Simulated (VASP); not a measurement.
Data:

```
ZrC
1.0
    0.00000     2.21787     2.21787
    2.21787     0.00000     2.21787
    2.21787     2.21787     0.00000
Zr C
1 1
Cartesian
  0.00000   0.00000   0.00000
  2.21787   2.21787   2.21787
```

These are LDA (Ceperley-Alder, Perdew-Zunger), VASP's LDA PAW potentials (set 64) (plane waves; VASP 6.6.1) values and carry that method's errors. Settings: 620 eV cut-off, 14×14×14 Γ-centred mesh, first-order Methfessel-Paxton smearing of 0.10 eV, potentials Zr_sv C.

What does the run give for the energy per atom (σ→0), pressure, band gap (on the k-mesh) with the smallest direct gap where there is one?

- band gap (on the k-mesh): none (metal, semimetal or under 0.01 eV)
- energy per atom (σ→0): -10436 meV/atom
- pressure: 44.91 GPa

Only differences to runs with the same potentials and settings are physical.

The compound is ZrC in the rock salt structure. It was relaxed first under an external pressure of 45 GPa.
